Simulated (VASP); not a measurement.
Energy against volume of BAs (zinc blende). Level of theory: TPSS meta-GGA, VASP's PBE PAW potentials (set 64) (plane waves; VASP). Settings: 520 eV cut-off, 9×9×9 Γ-centred mesh, Gaussian smearing of 0.050 eV, potentials B As.

| V (Å³/atom) | E (eV/atom) |
|---|---|
| 13.068 | -10.27630 |
| 13.485 | -10.29401 |
| 13.902 | -10.29959 |
| 14.319 | -10.29477 |

Question: Fit these four points and predict the energy of the run at 14.736 Å³/atom.

Answer: A cubic in V^(−2/3), the third-order Birch-Murnaghan form, passes through the four points with V0 = 13.91 Å³/atom and B0 = 133 GPa, and gives -10.2810 eV/atom there. The run gave -10.2810 eV/atom, -0.0 meV/atom from the fit; all five points give B0 = 133 GPa.

The compound is BAs in the zinc blende structure. It was relaxed first.
